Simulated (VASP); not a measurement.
Given:

```
CELL_PARAMETERS angstrom
      2.86686     0.00000     0.00000
      0.00000     2.86686     0.00000
      0.00000     0.00000     2.86686
ATOMIC_POSITIONS crystal
  Al 0.50000 0.50000 0.50000
  Ni 0.00000 0.00000 0.00000
```

All values below come from PBE GGA, VASP's PBE PAW potentials (set 64) (plane waves; VASP). Run with 300 eV cut-off, 11×11×11 Γ-centred mesh, Gaussian smearing of 0.14 eV, potentials Al Ni.

At this cut-off the stress carries a Pulay error, which pulls relaxed volumes low.

Problem. Estimate the energy per atom (σ→0), pressure, band gap (on the k-mesh) with the smallest direct gap where there is one.

Solution. 
- band gap (on the k-mesh): none (metal, semimetal or under 0.01 eV)
- energy per atom (σ→0): -5264 meV/atom
- pressure: 4.77 GPa

Only differences to runs with the same potentials and settings are physical.

The structure comes from a computed database's AlNi entry (Pm-3m); how it stands against other phases isn't given here. The cell was not relaxed at this level. The run is not spin-polarised, so no magnetic state was tried. The electron count is odd and the run is not spin-polarised, which forces a metal.
